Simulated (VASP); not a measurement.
Output of a VASP run:

OUTCAR:
```
 ion  position               nearest neighbor table
   1  0.095  0.905  0.917-   3 2.23   3 2.23   4 2.25
   2  0.405  0.595  0.417-   4 2.23   4 2.23   3 2.25
   3  0.595  0.405  0.583-   1 2.23   1 2.23   2 2.25
   4  0.905  0.095  0.083-   2 2.23   2 2.23   1 2.25
  LATTYP: Found a base centered orthorhombic cell.
 ALAT       =     3.3373575272
 B/A-ratio  =     3.3427335830
 C/A-ratio  =     1.3345357115
 Subroutine PRICEL returns:
 Original cell was already a primitive cell.
 Subroutine GETGRP returns: Found  8 space group operations
The static configuration has the point symmetry C_2h.
 The point group associated with its full space group is D_2h.
The dynamic configuration has the point symmetry C_2h.
 Subroutine INISYM returns: Found  8 space group operations
 Subroutine IBZKPT returns following result:
 Found     39 irreducible k-points:

 Following reciprocal coordinates:
            Coordinates               Weight
  0.000000  0.000000  0.000000      1.000000
  0.166667  0.000000  0.000000      4.000000
  0.333333 -0.000000  0.000000      4.000000
  0.500000 -0.000000  0.000000      2.000000
  0.166667  0.166667  0.000000      2.000000
  0.333333  0.166667  0.000000      4.000000
  0.500000  0.166667  0.000000      4.000000
 -0.333333  0.166667  0.000000      4.000000
 -0.166667  0.166667  0.000000      2.000000
  0.333333  0.333333  0.000000      2.000000
  0.500000  0.333333  0.000000      4.000000
 -0.333333  0.333333  0.000000      2.000000
  0.500000  0.500000  0.000000      1.000000
  0.000000  0.000000  0.200000      2.000000
  0.166667  0.000000  0.200000      8.000000
  0.333333 -0.000000  0.200000      8.000000
  0.500000 -0.000000  0.200000      4.000000
  0.166667  0.166667  0.200000      4.000000
  0.333333  0.166667  0.200000      8.000000
  0.500000  0.166667  0.200000      8.000000
 -0.333333  0.166667  0.200000      8.000000
 -0.166667  0.166667  0.200000      4.000000
  0.333333  0.333333  0.200000      4.000000
  0.500000  0.333333  0.200000      8.000000
 -0.333333  0.333333  0.200000      4.000000
  0.500000  0.500000  0.200000      2.000000
  0.000000  0.000000  0.400000      2.000000
  0.166667  0.000000  0.400000      8.000000
  0.333333 -0.000000  0.400000      8.000000
  0.500000 -0.000000  0.400000      4.000000
  0.166667  0.166667  0.400000      4.000000
  0.333333  0.166667  0.400000      8.000000
  0.500000  0.166667  0.400000      8.000000
 -0.333333  0.166667  0.400000      8.000000
 -0.166667  0.166667  0.400000      4.000000
  0.333333  0.333333  0.400000      4.000000
  0.500000  0.333333  0.400000      8.000000
 -0.333333  0.333333  0.400000      4.000000
  0.500000  0.500000  0.400000      2.000000
   k-points           NKPTS =     39   k-points in BZ     NKDIM =     39   number of bands    NBANDS=     14
   number of dos      NEDOS =    301   number of ions     NIONS =      4
   total plane-waves  NPLWV =  48000
   dimension x,y,z NGX =    40 NGY =   40 NGZ =   30
   dimension x,y,z NGXF=    80 NGYF=   80 NGZF=   60
   ions per type =               4
   PREC   = accura    normal or accurate (medium, high low for compatibility)
   ISTART =      0    job   : 0-new  1-cont  2-samecut
   ICHARG =      2    charge: 1-file 2-atom 10-const
   ISPIN  =      1    spin polarized calculation?
   LNONCOLLINEAR =      F non collinear calculations
   LSORBIT =      F    spin-orbit coupling
   INIWAV =      1    electr: 0-lowe 1-rand  2-diag
   ENCUT  =  400.0 eV  29.40 Ry    5.42 a.u.   9.49  9.49  7.26*2*pi/ulx,y,z
   NELM   =    100;   NELMIN=  2; NELMDL= -5     # of ELM steps
   EDIFF  = 0.1E-05   stopping-criterion for ELM
   LREAL  =      F    real-space projection
   NLSPLINE    = F    spline interpolate recip. space projectors
   LMAXMIX     =    2 max onsite mixed and CHGCAR
   VOSKOWN=      0    Vosko Wilk Nusair interpolation
...
```

File OSZICAR:
```
...
DAV:   6    -0.214926264387E+02   -0.32969E-06   -0.42415E-07   720   0.517E-03
   2 F= -.21492626E+02 E0= -.21492470E+02  d E =-.115034E-02
       N       E                     dE             d eps       ncg     rms          rms(c)
DAV:   1    -0.214929409219E+02   -0.31481E-03   -0.21202E-02  1104   0.827E-01    0.107E-01
DAV:   2    -0.214929170541E+02    0.23868E-04   -0.10603E-03  1422   0.243E-01    0.429E-02
DAV:   3    -0.214928706104E+02    0.46444E-04   -0.95389E-05  1328   0.643E-02    0.229E-02
DAV:   4    -0.214928676931E+02    0.29173E-05   -0.38492E-05  1422   0.366E-02    0.671E-03
DAV:   5    -0.214928683282E+02   -0.63510E-06   -0.25860E-06  1026   0.115E-02
   3 F= -.21492868E+02 E0= -.21492712E+02  d E =-.139223E-02
       N       E                     dE             d eps       ncg     rms          rms(c)
DAV:   1    -0.214941507239E+02   -0.12830E-02   -0.35407E-02  1092   0.102E+00    0.122E-01
DAV:   2    -0.214938424266E+02    0.30830E-03   -0.13419E-03  1458   0.257E-01    0.728E-02
DAV:   3    -0.214936813387E+02    0.16109E-03   -0.39676E-04  1272   0.111E-01    0.212E-02
DAV:   4    -0.214936793364E+02    0.20023E-05   -0.25793E-05  1416   0.348E-02    0.137E-02
DAV:   5    -0.214936777414E+02    0.15950E-05   -0.25432E-06  1018   0.110E-02    0.675E-03
DAV:   6    -0.214936771812E+02    0.56025E-06   -0.52279E-07   720   0.509E-03
   4 F= -.21493677E+02 E0= -.21493525E+02  d E =-.808853E-03
       N       E                     dE             d eps       ncg     rms          rms(c)
DAV:   1    -0.214958583692E+02   -0.21806E-02   -0.12034E-01  1092   0.188E+00    0.222E-01
DAV:   2    -0.214948069675E+02    0.10514E-02   -0.45628E-03  1458   0.475E-01    0.134E-01
DAV:   3    -0.214942576984E+02    0.54927E-03   -0.13597E-03  1260   0.206E-01    0.394E-02
DAV:   4    -0.214942537115E+02    0.39869E-05   -0.89359E-05  1416   0.646E-02    0.251E-02
DAV:   5    -0.214942507945E+02    0.29170E-05   -0.93635E-06  1284   0.206E-02    0.132E-02
DAV:   6    -0.214942499434E+02    0.85113E-06   -0.14885E-06   756   0.830E-03
   5 F= -.21494250E+02 E0= -.21494143E+02  d E =-.138162E-02
       N       E                     dE             d eps       ncg     rms          rms(c)
DAV:   1    -0.214950844538E+02   -0.83366E-03   -0.44778E-02  1098   0.115E+00    0.106E-01
DAV:   2    -0.214950059520E+02    0.78502E-04   -0.19864E-03  1446   0.316E-01    0.552E-02
DAV:   3    -0.214949053812E+02    0.10057E-03   -0.15411E-04  1308   0.774E-02    0.244E-02
DAV:   4    -0.214948949771E+02    0.10404E-04   -0.32676E-05  1446   0.347E-02    0.160E-02
DAV:   5    -0.214948939828E+02    0.99424E-06   -0.24628E-06   948   0.115E-02
   6 F= -.21494894E+02 E0= -.21494822E+02  d E =-.644039E-03
       N       E                     dE             d eps       ncg     rms          rms(c)
DAV:   1    -0.214957229462E+02   -0.82797E-03   -0.11051E-01  1098   0.181E+00    0.167E-01
DAV:   2    -0.214955382037E+02    0.18474E-03   -0.49069E-03  1458   0.496E-01    0.857E-02
DAV:   3    -0.214952939219E+02    0.24428E-03   -0.37324E-04  1320   0.120E-01    0.383E-02
DAV:   4    -0.214952682870E+02    0.25635E-04   -0.81257E-05  1444   0.545E-02    0.251E-02
DAV:   5    -0.214952671678E+02    0.11192E-05   -0.65307E-06  1260   0.181E-02    0.426E-03
DAV:   6    -0.214952671654E+02    0.24502E-08   -0.85177E-07   696   0.653E-03
   7 F= -.21495267E+02 E0= -.21495237E+02  d E =-.101722E-02
```

OUTCAR:
```
------------------------ aborting loop because EDIFF is reached ----------------------------------------
  FORCE on cell =-STRESS in cart. coord.  units (eV):
  Direction    XX          YY          ZZ          XY          YZ          ZX
  --------------------------------------------------------------------------------------
  Total        0.0026320      0.0590260     -0.0453222      0.0000000     -0.0000000      0.0000000
  in kB        0.0502385      1.1266768     -0.8651000      0.0000000     -0.0000000      0.0000000
  external PRESSURE =       0.1039384 kB  Pullay stress =       0.0000000 kB
  volume of cell :       83.94
      direct lattice vectors                 reciprocal lattice vectors
     1.657654532 -5.569735849 -0.000000000     0.301631004 -0.089770864  0.000000000
     1.657654532  5.569735849  0.000000000     0.301631004  0.089770864 -0.000000000
     0.000000000  0.000000000  4.545653593     0.000000000 -0.000000000  0.219990366
 POSITION                                       TOTAL-FORCE (eV/Angst)
 -----------------------------------------------------------------------------------
      1.65765      4.51113      4.15352         0.000000      0.008531     -0.007165
      1.65765      1.05860      1.88069         0.000000     -0.008531     -0.007165
      1.65765     -1.05860      2.66496         0.000000      0.008531      0.007165
      1.65765     -4.51113      0.39213         0.000000     -0.008531      0.007165
 -----------------------------------------------------------------------------------
    total drift:                               -0.000000     -0.000000     -0.000000
  FREE ENERGIE OF THE ION-ELECTRON SYSTEM (eV)
  ---------------------------------------------------
  free  energy   TOTEN  =       -21.4952671654 eV

  energy  without entropy=      -21.4952075995  energy(sigma->0) =      -21.49523738

 reached required accuracy - stopping structural energy minimisation
```
(Selected blocks of OUTCAR.)

**POSCAR**
```
P
1
    1.6686787636    -5.5779485423     0.0000000000
    1.6686787636     5.5779485423    -0.0000000000
    0.0000000000     0.0000000000     4.4538228020
P
4
Direct
  0.0954364951   0.9045635049   0.9168505575
  0.4045635049   0.5954364951   0.4168505575
  0.5954364951   0.4045635049   0.5831494425
  0.9045635049   0.0954364951   0.0831494425
```

Task: Write an INCAR and KPOINTS that could have produced this output.

Result: One answer among several that fit: the input of the run itself, PBE GGA, plane waves, VASP's PBE PAW potentials (set 64).

INCAR:
```
ALGO = Normal
EDIFF = 1E-6
EDIFFG = -0.02
ENCUT = 400
GGA = PE
IBRION = 2
ISIF = 3
ISMEAR = 0
LASPH = .TRUE.
LCHARG = .FALSE.
LREAL = .FALSE.
LWAVE = .FALSE.
NELM = 100
NSW = 60
PREC = Accurate
SIGMA = 0.05
SYSTEM = P
```

KPOINTS:
```
Automatic mesh
0
Gamma
6 6 5
0 0 0
```

POTCAR, in this order: P (PBE.64 set). Program: vasp_std.

Without a dispersion term in the relaxation, distances and binding between the weakly bound layers, chains or molecules are unreliable, and so is what depends on them.

The compound is P in the black structure. This run relaxes it. Symmetry was kept, so distortions that lower it aren't found. The start is the result of an earlier pass.
